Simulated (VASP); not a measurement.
An input for Ansatz (written as the equivalent of a VASP run, and not itself run):

Ansatz 0.2 input:
```yaml
crystal:
  lattice:
    - [3.6202835, 0.0000000, 0.0000000]
    - [0.0000000, 3.6202835, 0.0000000]
    - [0.0000000, 0.0000000, 3.6202835]
  atoms:
    - { symbol: Cu, position: [0.0000000, 0.5000000, 0.5000000] }
    - { symbol: Cu, position: [0.5000000, 0.0000000, 0.5000000] }
    - { symbol: Cu, position: [0.5000000, 0.5000000, 0.0000000] }
    - { symbol: Au, position: [0.0000000, 0.0000000, 0.0000000] }
kpoints:
  mp_grid: { grid: [9, 9, 9] }
hamiltonian:
  xc: lda
  pseudopotentials: { kind: paw }
scf:
  occupations: { method: methfessel_paxton, width: 0.1 }
  max_iter: 100
relax:
  max_steps: 40
  f_tol: 0.02
  cell: { p_target: 20 }
output: { forces: true, stress: true, eigenvalues: true }
```

Problem. Write the VASP files for the same calculation (LDA).

Solution. One answer among several that fit: 
### INCAR
```
! general
SYSTEM  = Cu3Au
PREC    = Accurate
ENCUT   = 500
LREAL   = .FALSE.
LASPH   = .TRUE.

! electronic loop
EDIFF   = 1E-6
NELM    = 100
ALGO    = Normal
LMAXMIX = 6

! smearing
ISMEAR  = 1
SIGMA   = 0.1

! ions
IBRION  = 2
NSW     = 40
ISIF    = 3
EDIFFG  = -0.02
PSTRESS = 200

! output
LWAVE   = .FALSE.
LCHARG  = .FALSE.
```

**POSCAR**
```
Cu3Au
1
    3.6202834979     0.0000000000     0.0000000000
    0.0000000000     3.6202834979     0.0000000000
    0.0000000000     0.0000000000     3.6202834979
Cu Au
3 1
Direct
  0.0000000000   0.5000000000   0.5000000000
  0.5000000000   0.0000000000   0.5000000000
  0.5000000000   0.5000000000   0.0000000000
  0.0000000000   0.0000000000   0.0000000000
```

KPOINTS:
```
Automatic mesh
0
Gamma
9 9 9
0 0 0
```

POTCAR, in this order: Cu Au (LDA.64 set). Program: vasp_std.

The two are equivalent in intent, not identical: each code has its own PAW files, so the cut-off isn't converted (ENCUT is set for VASP's; basis.ecutwfc is left out, and Ansatz then takes the one that its files recommend); Ansatz stops its SCF on the density residual and VASP on the energy change (EDIFF); Ansatz's lda is the Perdew-Wang form, while the LDA potentials of VASP carry Perdew-Zunger's.

The compound is Cu3Au in the L1_2 structure. This run relaxes it under an external pressure of 20 GPa. Symmetry was kept, so distortions that lower it aren't found.
